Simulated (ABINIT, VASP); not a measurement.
A VASP calculation is set up with these files.

INCAR:
```
ALGO = Normal
EDIFF = 1E-6
ENCUT = 300
GGA = PS
ISIF = 2
ISMEAR = -1
LASPH = .TRUE.
LCHARG = .FALSE.
LMAXMIX = 4
LREAL = .FALSE.
LWAVE = .FALSE.
NELM = 100
PREC = Accurate
SIGMA = 0.05
SYSTEM = Rb2Te5
```

KPOINTS:
```
Automatic
0
Gamma
 2 2 3
0 0 0
```

**POSCAR**
```
Rb2Te5
1
    5.8679900000    -4.6362200000     0.0000000000
    5.8679900000     4.6362200000     0.0000000000
   -2.6338600000     0.0000000000     5.1772140000
Rb Te
2 5
Direct
  0.3183700000   0.3183700000   0.6414000000
  0.6816300000   0.6816300000   0.3586000000
  0.0000000000   0.0000000000   0.0000000000
  0.8546000000   0.3299200000   0.7589600000
  0.1454000000   0.6700800000   0.2410400000
  0.6700800000   0.1454000000   0.2410400000
  0.3299200000   0.8546000000   0.7589600000
```

POTCAR, in this order: Rb_sv Te (PBE.64 set). Program: vasp_std.

Task: Translate it to ABINIT.

Result: One input that does it (PBEsol, PAW (JTH v2.0 PBE PAW, files made for PBE)):
```
# Rb2Te5, JTH v2.0 PBE PAW
pp_dirpath "./"
pseudos "Rb.GGA_PBE-JTH.xml, Te.GGA_PBE-JTH.xml"
acell 3*1.0 Angstrom
rprim
         5.8679900000   -4.6362200000   -0.0000000000
         5.8679900000    4.6362200000    0.0000000000
        -2.6338600000    0.0000000000    5.1772140000
natom 7
ntypat 2
znucl 37 52
typat 1 1 2 2 2 2 2
xred
         0.3183700000    0.3183700000    0.6414000000
         0.6816300000    0.6816300000    0.3586000000
         0.0000000000    0.0000000000    0.0000000000
         0.8546000000    0.3299200000    0.7589600000
         0.1454000000    0.6700800000    0.2410400000
         0.6700800000    0.1454000000    0.2410400000
         0.3299200000    0.8546000000    0.7589600000
ecut 20
pawecutdg 40
pawxcdev 0
ixc -116133
occopt 3
tsmear 0.05 eV
nband 31
kptopt 1
ngkpt 2 2 3
nshiftk 1
shiftk 0 0 0
nstep 80
tolvrs 1.0e-11
prtwf 0
prtden 0
prtvol 1
enunit 1
```
Both are inputs of real runs that ended normally. What can't carry over is the choice of potentials or basis and its cut-off, and each code's defaults.

The structure comes from a computed database's Rb2Te5 entry; how it stands against other phases isn't given here. The cell was not relaxed at this level, and it may have been scaled.
